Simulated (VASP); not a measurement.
All values below come from PBEsol GGA, VASP's PBE PAW potentials (set 64) (plane waves; VASP).

Input for VASP

File POSCAR:
```
TiZn3
1
    3.8808300000     0.0000000000     0.0000000000
    0.0000000000     3.8808300000     0.0000000000
    0.0000000000     0.0000000000     3.8808300000
Ti Zn
1 3
Direct
 -0.0045880000   0.0097140000   0.0009940000
  0.0024780000   0.4982150000   0.4954730000
  0.5133130000   0.0046710000   0.5007250000
  0.4887970000   0.4873990000   0.0028080000
```

File KPOINTS:
```
Regular mesh
0
G
 5 5 5
0 0 0
```

### INCAR
```
! general
SYSTEM =TiZn3
PREC   =Accurate
ENCUT  =300
LREAL  =.FALSE.
LASPH  =.TRUE.

! electronic loop
EDIFF  =1E-6
NELM   =100
ALGO   =Normal
LMAXMIX=4

! smearing
ISMEAR =-1
SIGMA  =0.136

! functional
GGA    =PS

! ions
ISIF   =2

! output
LWAVE  =.FALSE.
LCHARG =.FALSE.
```

POTCAR, in this order: Ti_sv Zn (PBE.64 set). Program: vasp_std.

The run wrote:

OSZICAR:
```
       N       E                     dE             d eps       ncg     rms          rms(c)
DAV:   1     0.272155232041E+03    0.27216E+03   -0.17156E+04  3528   0.180E+03
DAV:   2     0.245050080043E+01   -0.26970E+03   -0.26424E+03  3544   0.392E+02
DAV:   3    -0.153332337076E+02   -0.17784E+02   -0.17437E+02  4248   0.114E+02
DAV:   4    -0.159170869810E+02   -0.58385E+00   -0.57831E+00  4596   0.164E+01
DAV:   5    -0.159288828152E+02   -0.11796E-01   -0.11789E-01  4000   0.213E+00    0.113E+01
DAV:   6    -0.143569493689E+02    0.15719E+01   -0.13507E+01  4272   0.345E+01    0.527E+00
DAV:   7    -0.140744452346E+02    0.28250E+00   -0.33749E+00  4280   0.137E+01    0.404E+00
DAV:   8    -0.139814519525E+02    0.92993E-01   -0.44497E-01  4348   0.681E+00    0.141E+00
DAV:   9    -0.139687151394E+02    0.12737E-01   -0.41364E-02  3888   0.152E+00    0.349E-01
DAV:  10    -0.139673805603E+02    0.13346E-02   -0.66692E-03  4264   0.722E-01    0.152E-01
DAV:  11    -0.139673059711E+02    0.74589E-04   -0.24233E-03  4544   0.447E-01    0.744E-02
DAV:  12    -0.139672378869E+02    0.68084E-04   -0.48124E-04  4292   0.282E-01    0.174E-02
DAV:  13    -0.139672392446E+02   -0.13578E-05   -0.14418E-05  4072   0.730E-02    0.112E-02
DAV:  14    -0.139672392914E+02   -0.46757E-07   -0.13138E-06  2044   0.253E-02
   1 F= -.13967239E+02 E0= -.13869551E+02  d E =-.195377E+00
```

OUTCAR:
```
------------------------ aborting loop because EDIFF is reached ----------------------------------------
  FORCE on cell =-STRESS in cart. coord.  units (eV):
  Direction    XX          YY          ZZ          XY          YZ          ZX
  --------------------------------------------------------------------------------------
  Total       -0.4721080     -0.5647820     -0.4734907      0.0578450      0.0153814     -0.0158786
  in kB      -12.9413050    -15.4816619    -12.9792075      1.5856320      0.4216311     -0.4352592
  external PRESSURE =     -13.8007248 kB  Pullay stress =       0.0000000 kB
  volume of cell :       58.45
      direct lattice vectors                 reciprocal lattice vectors
     3.880830000  0.000000000  0.000000000     0.257676837  0.000000000  0.000000000
     0.000000000  3.880830000  0.000000000     0.000000000  0.257676837  0.000000000
     0.000000000  0.000000000  3.880830000     0.000000000  0.000000000  0.257676837
 POSITION                                       TOTAL-FORCE (eV/Angst)
 -----------------------------------------------------------------------------------
      3.86302      0.03770      0.00386         0.189326     -0.532382     -0.083127
      0.00962      1.93349      1.92285        -0.035882      0.228146      0.118810
      1.99208      0.01813      1.94323        -0.303616     -0.124581      0.025953
      1.89694      1.89151      0.01090         0.150172      0.428817     -0.061637
 -----------------------------------------------------------------------------------
    total drift:                               -0.000791      0.003230     -0.001411
  FREE ENERGIE OF THE ION-ELECTRON SYSTEM (eV)
  ---------------------------------------------------
  free  energy   TOTEN  =       -13.9672392914 eV

  energy  without entropy=      -13.7718624724  energy(sigma->0) =      -13.86955088
```
(Selected blocks of OUTCAR.)

File OUTCAR:
```
 val. band max:        4.5002937788   @ k =  -0.2000   0.0000   0.2000

 cond. band min:       4.6327414778   @ k =   0.4000   0.4000   0.0000


 Fermi energy:         4.5057072399

 k-point     1 :       0.0000    0.0000    0.0000
  band No.  band energies     occupation
      1     -51.9488      2.00000
      2     -28.3442      2.00000
      3     -28.3440      2.00000
      4     -28.3425      2.00000
      5      -4.9638      2.00000
      6      -3.2357      2.00000
      7      -3.0799      2.00000
      8      -3.0783      2.00000
      9      -3.0758      2.00000
     10      -3.0404      2.00000
     11      -3.0378      2.00000
     12      -2.3623      2.00000
     13      -2.3592      2.00000
     14      -2.3516      2.00000
     15      -2.0719      2.00000
     16      -2.0648      2.00000
     17      -1.8631      2.00000
     18      -1.7899      2.00000
     19      -1.7825      2.00000
     20      -1.7814      2.00000
     21       3.7221      1.99373
     22       3.7222      1.99373
     23       4.6868      0.41774
     24       4.7078      0.36911
     25       4.7251      0.33234
     26       6.0496      0.00002
     27       6.0560      0.00002
     28       6.0618      0.00002

 k-point     2 :       0.2000    0.0000    0.0000
  band No.  band energies     occupation
      1     -51.9483      2.00000
      2     -28.3517      2.00000
      3     -28.3431      2.00000
      4     -28.3417      2.00000
      5      -4.5510      2.00000
      6      -3.1397      2.00000
      7      -3.0332      2.00000
      8      -2.9976      2.00000
      9      -2.9940      2.00000
     10      -2.9804      2.00000
     11      -2.9159      2.00000
     12      -2.3964      2.00000
     13      -2.3501      2.00000
     14      -2.3462      2.00000
     15      -2.1325      2.00000
     16      -2.0657      2.00000
     17      -1.9407      2.00000
     18      -1.9363      2.00000
     19      -1.9213      2.00000
     20      -1.7869      2.00000
...
```

At this cut-off the stress carries a Pulay error, which pulls relaxed volumes low.

The structure comes from a computed database's TiZn3 entry; how it stands against other phases isn't given here. The cell was not relaxed at this level, atoms are displaced from their ideal sites. The k-mesh is coarse (spacing up to 0.32 per Å, 2π included), so the numbers may not be converged in it.
